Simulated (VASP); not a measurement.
Equation of state of YbB under PBE

```
CELL_PARAMETERS angstrom
3.16885 0.00000 0.00000
0.00000 3.16885 0.00000
0.00000 0.00000 3.16885
ATOMIC_POSITIONS crystal
Yb 0.00000 0.00000 0.00000
B 0.50000 0.50000 0.50000
```

The cell comes from a database or a generator and needn't be the stable form of this composition.

The cell was scaled at fixed shape and fractions and run with VASP, PBE PAW files B, Yb, 520 eV; PBE, k mesh 8 × 8 × 8 on the cell of 2 atoms, fermi-dirac occupations of 0.05 eV, collinear spin, ferromagnetic start, no spin-orbit coupling. Energies are those that the program minimises, any entropy of the smearing included. For a metal such a mesh isn't converged to the digits shown. The magnetic state is the one that the start led to, which needn't be the lowest. Plain semilocal runs treat an open f shell poorly.

```csv
V (Å³/atom),energy over the lowest row (meV/atom)
14.9556,17.478
15.2738,?
15.5920,2.005
15.9102,0.000
16.2284,1.317
16.5466,5.658
16.8648,12.719
```

Problem. Fit the third-order Birch-Murnaghan form, give V0, B0 and B′, and predict the energy left open.

Solution. With y = (V0/V)^(2/3), E = E0 + (9 V0 B0/16) [(y - 1)³ B′ + (y - 1)² (6 - 4y)]. Least squares through the rows shown give V0 = 15.9378 Å³/atom, E0 = -0.015 meV, B0 = 83.23 GPa (1 eV/Å³ = 160.218 GPa) and B′ = 4.04, with a largest miss of 0.003 meV. At V = 15.2738 the form with these constants gives 7.702 meV; the run gave 7.694 meV an atom.
